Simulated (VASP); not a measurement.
# Tc3Sn (P-6m2) in VASP: reference runs, part 2 of 2

VASP 6.6.1.

### Step 3. Single point, PBE (atoms moved at random, drawn with an rms of 0.05 Å)

INCAR

```
  PREC = Accurate
  ENCUT = 520
  EDIFF = 1E-7
  ISMEAR = -1
  SIGMA = 0.05
  LREAL = F
  LASPH = T
  NELM = 100
  ALGO = Normal
  ISIF = 2
  LWAVE = F
  LCHARG = F
  GGA = PE
  NBANDS = 34
```

KPOINTS

```
Automatic mesh
0
Gamma
  10 10 3
```

POSCAR

```
Tc3Sn
1.0
    2.9415865702      0.0000000000      0.0000000000
   -1.4707932851      2.5474886972      0.0000000000
    0.0000000000      0.0000000000      8.6334470000
Sn Tc
1 3
Direct
    0.0185000000     -0.0027450000      0.0000540000
    0.3288780000      0.6600140000      0.7408350000
    0.3404530000      0.6543710000      0.2559790000
   -0.0086700000     -0.0149410000      0.4981150000
```

Potentials or basis: VASP PAW PBE potentials, release 64 (Sn_d, Tc_pv).

Command:

```console
> cat potpaw_PBE.64/Sn_d/POTCAR potpaw_PBE.64/Tc_pv/POTCAR > POTCAR
> mpirun -np 1 vasp_std > vasp.out
```

OUTCAR:

```text
PREC = Accurate
   ENCUT = 520
   EDIFF = 1E-7
   ISMEAR = -1
   LREAL = F
   LASPH = T
   NELM = 100
   ISIF = 2
   GGA = PE

 ion  position               nearest neighbor table
   1  0.019  0.997  0.000-   3 2.77   2 2.78   3 2.78   2 2.80   3 2.80   2 2.85
   2  0.329  0.660  0.741-   4 2.69   4 2.69   4 2.71   1 2.78   1 2.80   1 2.85
   3  0.340  0.654  0.256-   4 2.67   4 2.70   4 2.71   1 2.77   1 2.78   1 2.80
   4  0.991  0.985  0.498-   3 2.67   2 2.69   2 2.69   3 2.70   2 2.71   3 2.71

  LATTYP: Found a hexagonal cell.
 ALAT       =     2.9415865702
 C/A-ratio  =     2.9349627468

  Lattice vectors:

 A1 = (   2.9415865702,   0.0000000000,   0.0000000000)
 A2 = (  -1.4707932851,   2.5474886972,   0.0000000000)
 A3 = (   0.0000000000,   0.0000000000,   8.6334470000)

Analysis of symmetry for initial positions (statically):
=====================================================================
 Subroutine PRICEL returns:
 Original cell was already a primitive cell.

 Routine SETGRP: Setting up the symmetry group for a
 hexagonal supercell.

 Subroutine GETGRP returns: Found  1 space group operations
 (whereof  1 operations were pure point group operations)
 out of a pool of 24 trial point group operations.

The static configuration has the point symmetry C_1 .

Analysis of symmetry for dynamics (positions and initial velocities):
=====================================================================
 Subroutine PRICEL returns:
 Original cell was already a primitive cell.

 Routine SETGRP: Setting up the symmetry group for a
 hexagonal supercell.

 Subroutine GETGRP returns: Found  1 space group operations
 (whereof  1 operations were pure point group operations)
 out of a pool of 24 trial point group operations.

The dynamic configuration has the point symmetry C_1 .

[... 118 lines left out ...]
   EFERMI_NEDOS =   21; number of points for ismear=-14 and -15
   IALGO  =     38    algorithm
   IMIX   =      4    mixing-type and parameters
     AMIX     =   0.40;   BMIX     =  1.00
     AMIX_MAG =   1.60;   BMIX_MAG =  1.00
  volume/ion in A,a.u.               =      16.17       109.15
  Fermi-wavevector in a.u.,A,eV,Ry     =   1.531819  2.894718 31.925649  2.346469
  Thomas-Fermi vector in A             =   2.639111
   LORBIT       =      0    0 simple, 1 ext, 2 COOP (PROOUT), +10 PAW based schemes
   GGA     = PE    functional components
   LHFCALC =     F    Hartree Fock is set to
   AEXX    =    0.0000 exact exchange contribution
   IVDW    =     0    specifies the selected vdW correction
   LEPSILON=     F    determine dielectric tensor
   LRPA    =     F    only Hartree local field effects (RPA)
 non-spin polarized calculation
  energy-cutoff  :      520.00
  volume of cell :       64.70
 maximum number of plane-waves:      1785
 NGX is ok and might be reduce to    24
   NGX = 11   NGY = 11   NGZ = 33

 number of electron      53.0000008 magnetization

 Free energy of the ion-electron system (eV)
  ---------------------------------------------------
  ext. energy  EPLUGINS =         0.00000000
  ---------------------------------------------------
  free energy    TOTEN  =       -34.00066897 eV

  energy without entropy =      -33.97603598  energy(sigma->0) =      -33.98835248

 E-fermi :  12.0947     XC(G=0): -13.0575

 val. band max:       12.0879949641   @ k =   0.2000   0.2000   0.0000
 cond. band min:      12.0959314090   @ k =   0.5000  -0.1000   0.0000
 fundamental gap:      0.0079364448
 Fermi energy:        12.0946501285

 k-point     1 :       0.0000    0.0000    0.0000
  band No.  band energies     occupation
      1     -27.1075      2.00000
      2     -26.6184      2.00000
      3     -26.5380      2.00000
      4     -26.5307      2.00000
      5     -26.3805      2.00000
      6     -26.3784      2.00000
[... 877 lines left out ...]
     33      16.0722      0.00000
     34      17.7890      0.00000

 [... further k-points ...]

------------------------ aborting loop because EDIFF is reached ----------------------------------------

  FORCE on cell =-STRESS in cart. coord.  units (eV):
  Direction    XX          YY          ZZ          XY          YZ          ZX
  --------------------------------------------------------------------------------------
  -------------------------------------------------------------------------------------
  Total       -0.9088586     -0.9640326     -1.4389240      0.0217771      0.0145628      0.0638748
  in kB      -22.5075778    -23.8739454    -35.6344717      0.5393019      0.3606435      1.5818387
  external PRESSURE =     -27.3386650 kB  Pullay stress =       0.0000000 kB

 VOLUME and BASIS-vectors are now :
 -----------------------------------------------------------------------------
  energy-cutoff  :      520.00
  volume of cell :       64.70
      direct lattice vectors                 reciprocal lattice vectors
     2.941586570  0.000000000  0.000000000     0.339952599  0.196271725  0.000000000
    -1.470793285  2.547488697  0.000000000     0.000000000  0.392543449  0.000000000
     0.000000000  0.000000000  8.633447000     0.000000000  0.000000000  0.115828591

 POSITION                                       TOTAL-FORCE (eV/Angst)
 -----------------------------------------------------------------------------------
     -1.41234      2.54050      0.00047        -0.131061     -0.053732     -0.181931
     -0.00332      1.68138      6.39596         0.114701     -0.041488     -0.637641
      0.03903      1.66700      2.20998        -0.078839      0.032568      0.735313
      1.46726      2.50943      4.30045         0.095199      0.062652      0.084259
 -----------------------------------------------------------------------------------
    total drift:                                0.000027      0.000119      0.000155

  FREE ENERGIE OF THE ION-ELECTRON SYSTEM (eV)
  ---------------------------------------------------
  free  energy   TOTEN  =       -34.0006689734 eV

  energy  without entropy=      -33.9760359839  energy(sigma->0) =      -33.98835248
```

Wall time 3.8 min (1 thread of Intel Xeon Platinum 8488C (Sapphire Rapids), shared host); peak memory 0.39 GiB.

Results:

| Property | Result |
| --- | --- |
| Free energy | -34.0007 eV |
| Pressure | -2.7 GPa |
| Largest force | 0.740 eV/Å |
| Band gap on the k mesh | none (metal or under the smearing width) |

Forces on the atoms (eV/Å):
```
Sn  -0.131 -0.054 -0.182
Tc   0.115 -0.041 -0.638
Tc  -0.079  0.033  0.735
Tc   0.095  0.063  0.084
```

Stress tensor (GPa, compression positive):
```
-2.25  0.05  0.16
 0.05 -2.39  0.04
 0.16  0.04 -3.56
```
